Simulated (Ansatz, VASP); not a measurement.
## HfB2: VASP beside Ansatz

Wanted: the spread between two codes on one cell, functional and k mesh. The cell is taken from a series of runs on this material, whose earlier steps may have relaxed, scaled, displaced or heated it; both programs get it as it stands.

Method: plane waves, with VASP 6.6.1 beside it; zone-centre phonons at PBEsol, in Ansatz 0.2.0.

### Step 1. The structure

Symmetry: P6/mmm, No. 191, hexagonal system. The conventional cell has a = 3.048 Å, b = 3.048 Å, c = 3.339 Å, α = 90.00°, β = 90.00°, γ = 120.00°. Nearest to B lie 3 B at 1.76 Å and 6 Hf at 2.43 Å. Nearest to Hf lie 12 B at 2.43 Å. Farther neighbours are not listed.

### Step 2. Ansatz: zone-centre phonons, PBEsol

Ansatz runs on its PAW soft_1 files.

Second derivatives magnify differences that forces hide, and they need a tight electronic threshold.

Contents of input.yaml:

```yaml
crystal:
  lattice:
    - [3.0476093207, 0.0, 0.0]
    - [-1.5238046604, 2.6393070925, 0.0]
    - [0.0, 0.0, 3.3391414169]
  atoms:
    - { symbol: B, position: [0.3333333333, 0.6666666667, 0.5] }
    - { symbol: B, position: [0.6666666667, 0.3333333333, 0.5] }
    - { symbol: Hf, position: [0.0, 0.0, 0.0] }
kpoints:
  mp_grid: { grid: [15, 15, 12] }
hamiltonian:
  xc: pbesol
  pseudopotentials: { kind: paw, azcp: { folder: soft_1 }, xc_functional: pbe }
scf:
  occupations: { method: methfessel_paxton, width: 0.2 }
output:
  eigenvalues: true
phonons:
  method: dfpt
```

The run is started by

```console
$ ansatz run input.yaml --threads 4 --pin off --max-ram 10240MiB --backend cpu --events-out ev --progress --plain --runs-dir out
```

Numbers of over 12 decimals in the logs are rounded to 6 here.

The log of the run:

```text
zone centre: on kpoints.mp_grid the ground state, and the responses unless they are solved on pairs of k-points, stand on 448 of the mesh's 2700 k-points, reduced under 4 symmetry operations, with k and −k counted as one. Each operation leaves every solved displacement unchanged or reverses it
Engine: ansatz 0.2.0, aarch64-unknown-linux-gnu
Pseudopotentials: kind: paw
Pseudopotential: B, paw, valence charge 3, recommended cutoff 420 eV (normal), soft_1/B.paw.azcp
Pseudopotential: Hf, paw, valence charge 26, recommended cutoff 420 eV (normal), soft_1/Hf.paw.azcp
Functional definition: PBEsol
  exchange = pbesol_x
  correlation = pbesol_c
Crystal: 3 atoms, lattice volume = 26.859 Å³
Basis set: ecut = 420 eV, 527 PW (Γ), exchange–correlation on 48×48×48 points (8 copies of the dense FFT grid, shifted against one another)
Bands: 20, of which v1, the nominal top of the filled ones, is band 16 counted from 1 (15 counted from 0)
Symmetry: 24 space group operations
k-points: 448 of 2700 (irreducible under 4 space group operations, time reversal used)
Non-local potential: B, projectors of the file, l = 0: 2, l = 1: 2, l = 2: 1
Non-local potential: Hf, projectors of the file, l = 0: 3, l = 1: 2, l = 2: 2, l = 3: 3
PAW form: soft (Blöchl's): semilocal exchange-correlation on the pseudo side does not see the compensation charge
PAW frozen core: B, regenerated for the run's functional, and the local potential with it (the file was generated under x = pbe(κ = 0.804, μ = 0.219515), c = pbe(β = 0.066725))
PAW frozen core: Hf, regenerated for the run's functional, and the local potential with it (the file was generated under x = pbe(κ = 0.804, μ = 0.219515), c = pbe(β = 0.066725))
PAW one-centre angular grid: B, 110 points (default); XC on 64 Gauss nodes
PAW one-centre angular grid: Hf, 590 points (default); XC on 64 Gauss nodes
Initial density: superposition of atomic densities (chi_scale 0.1, normalization cell, long waves kept (reshape's long-wave potential 0.00 eV rms))
Initial wavefunctions: pseudopotential atomic-orbital guess
Functional: x = pbesol(κ = 0.804, μ = 0.123457), c = pbesol(β = 0.046)
SCF iter   1: F=—  HF=-15907.902833 eV  |F-HF|=—  |Δ(HF+E_count)|=         —  Δρ=7.34e-2  dr2=2.18e0  ethr=3.10e-3  ⟨swp⟩=4.7  Hψ=37178  notcnv=0
preconditioner: auto → none  [insulator: Δε(μ)=0.192 eV  Ē_g=16.861 eV  σ=0.200 eV  W_gap=0.57  n_scr=8 (ndim 8)  ℏωp=39.2 eV  f_vac=0.000  D(μ)=0.23/eV (n_scr^D=0)  ε∞_Penn≈6.4]
SCF iter   2: F=—  HF=-15907.307090 eV  |F-HF|=—  |Δ(HF+E_count)|=   5.96e-1  S|Δr|=    0.00e0  Δρ=2.70e-2  dr2=2.65e-1  ethr=3.10e-3  ⟨swp⟩=2.9  Hψ=21600  notcnv=0
SCF iter   3: F=—  HF=-15907.205693 eV  |F-HF|=—  |Δ(HF+E_count)|=   1.01e-1  S|Δr|=    0.00e0  Δρ=1.10e-2  dr2=1.47e-2  ethr=8.27e-4  ⟨swp⟩=2.0  Hψ=19608  notcnv=0
SCF iter   4: F=—  HF=-15907.208100 eV  |F-HF|=—  |Δ(HF+E_count)|=   2.41e-3  S|Δr|=    0.00e0  Δρ=3.74e-3  dr2=1.33e-3  ethr=4.60e-5  ⟨swp⟩=2.5  Hψ=18821  notcnv=0
SCF iter   5: F=—  HF=-15907.209150 eV  |F-HF|=—  |Δ(HF+E_count)|=   1.05e-3  S|Δr|=    0.00e0  Δρ=4.02e-4  dr2=2.64e-5  ethr=4.14e-6  ⟨swp⟩=2.1  Hψ=13977  notcnv=0
SCF iter   6: F=—  HF=-15907.209166 eV  |F-HF|=—  |Δ(HF+E_count)|=   1.59e-5  S|Δr|=    0.00e0  Δρ=1.51e-4  dr2=1.94e-6  ethr=8.25e-8  ⟨swp⟩=2.1  Hψ=16285  notcnv=0
SCF iter   7: F=—  HF=-15907.209165 eV  |F-HF|=—  |Δ(HF+E_count)|=   1.67e-6  S|Δr|=    0.00e0  Δρ=4.59e-5  dr2=3.27e-7  ethr=6.07e-9  ⟨swp⟩=2.1  Hψ=16192  notcnv=0
SCF iter   8: F=—  HF=-15907.209165 eV  |F-HF|=—  |Δ(HF+E_count)|=   1.18e-7  S|Δr|=    0.00e0  Δρ=7.83e-6  dr2=9.30e-9  ethr=1.02e-9  ⟨swp⟩=2.1  Hψ=14845  notcnv=0
SCF iter   9: F=—  HF=-15907.209165 eV  |F-HF|=—  |Δ(HF+E_count)|=   2.64e-9  S|Δr|=    0.00e0  Δρ=3.37e-7  dr2=2.94e-11  ethr=2.90e-11  ⟨swp⟩=2.1  Hψ=16173  notcnv=0
SCF iter  10: F=-15907.209165 eV  HF=-15907.209165 eV  |F-HF|=0.00e0  |Δ(HF+E_count)|=  1.09e-11  S|Δr|=    0.00e0  Δρ=6.34e-8  dr2=4.84e-13  ethr=1.00e-12  ⟨swp⟩=6.7  Hψ=47966  notcnv=0
SCF 1 converged in 10 iterations: F = -15907.209165 eV  dr2 = 4.84e-13
  greatest PAW one-centre occupation: 0.998 electrons in one spin orbital (limit 2), on the Hf atom at site 2 (counted from 0), in its partial waves of l = 0
DFPT response loops at Γ: preconditioner auto → Kerker (q_TF=auto, 2.809 Å⁻¹) (partly filled bands, converged f_vac=0.000); β = 1.00, the filter's whole step (`scf.mixing.beta` (0.50) is not read by the response loops under this deck's `scf.mixing.preconditioner`; to damp them name `kerker` or `kerker_dos`, under which they read `scf.mixing.beta`, and type it under 1.00, their step now; both keys bind the ground state too); Broyden in place of MSR1
SCF converged after 10 iterations
Stability not checked: this state was not tested for a lower state beside it, because cold or Methfessel-Paxton smearing, or corrected tetrahedra, fill the levels in a way that the test cannot read (fill_not_monotonic; see scf.lower_state_search)
Free energy (F): -15907.209165 eV
Harris-Foulkes:  -15907.209165 eV  (|F-HF|=0.00e0)
Internal energy: -15907.209490 eV  (E = F + TS)
E sigma→0 (E₀):  -15907.209246 eV
Entropy (-TS):   0.000326 eV (0.109 meV/atom)
Fermi energy:    21.113040 eV
--- Per-component energies (eV) ---
  E_band       = 153.554501
  E_kinetic    = 521.975392
  E_local      = -6247.155144  (includes V_loc(G=0)·N_el)
  E_nonlocal   = 82.780152
  E_hartree    = 3104.358508
  E_xc         = -335.958650
  E_vxc        = -339.789340  (∫ρ·V_xc dr)
  E_paw        = -7729.215414  (= ΣΔE_a)
  E_vpaw       = -72.973712  (= ΣTr[D̂ρ^β])
  E_aug_tail   = 0.000083  (compensation charges beyond the density's cutoff)
  E_ewald      = -5305.274895
  E_core_change = 1.280478  (= ΣΔE_core)
  E_smearing   = 0.000326  (= −TS)
  E_closure    = -0.000000  (closes the sum)
  Σ components = -15907.209165   (vs F -15907.209165, Δ=0.00e0)
--- Band table (eV; the first three rows and the last of 448) ---
  k-point 0: bands = [... 12 lower, 17.8148, 17.8745, 17.8745, 18.5666, 25.5514, 25.5514, 26.3823, 26.3823]
  k-point 1: bands = [... 12 lower, 17.0553, 17.9557, 17.9557, 19.2925, 24.5549, 24.5549, 26.0969, 26.0969]
  k-point 2: bands = [... 12 lower, 15.9731, 18.1958, 18.1958, 20.3021, 23.4137, 23.4137, 25.3561, 25.3561]
  k-point 447: bands = [... 12 lower, 13.5044, 15.8006, 16.5583, 17.9975, 25.7066, 26.8912, 27.1694, 28.3617]
--- Phonons (Γ-DFPT): 4 representative perturbations + reference, on 448 of 2700 k-points (Σ response iterations 12) ---
  k mesh reduced under 4 symmetry operations, with k and −k counted as one. Each operation leaves every solved displacement unchanged or reverses it
  ASR residual: 1.973e-5 → 0.000e0 eV/Å²; symmetrization residual: 9.346e-7 eV/Å²
  ASR residual per site (eV/Å²): 7.18e-6 7.18e-6 1.97e-5
  Γ frequencies (cm⁻¹): 0.00 0.00 0.00 504.41 504.41 552.16 617.66 913.78 913.78
  non-analytic LO–TO correction: not included (Born effective charges unavailable; polar crystals: no LO–TO splitting at Γ)
```

Reading the cycles: dr2 is the Hartree energy of the density residual (eV), the measure of convergence; HF is the Harris–Foulkes estimate of the energy, which meets the free energy F at convergence.

(Part 1 of 2 ends here.)

[Lines on the potential files, build, host, timing and source positions are cut from VASP's logs without a mark.]

[Logs are printed without paths, hosts, clocks, repeated set-up lines and the standing remarks that a program may print on its own settings, such as how far it seeks lower states.]

[Hosts, paths, dates, database ids (printed as entryN), source tags and the programs' standing remarks are cut or masked in the printed files.]
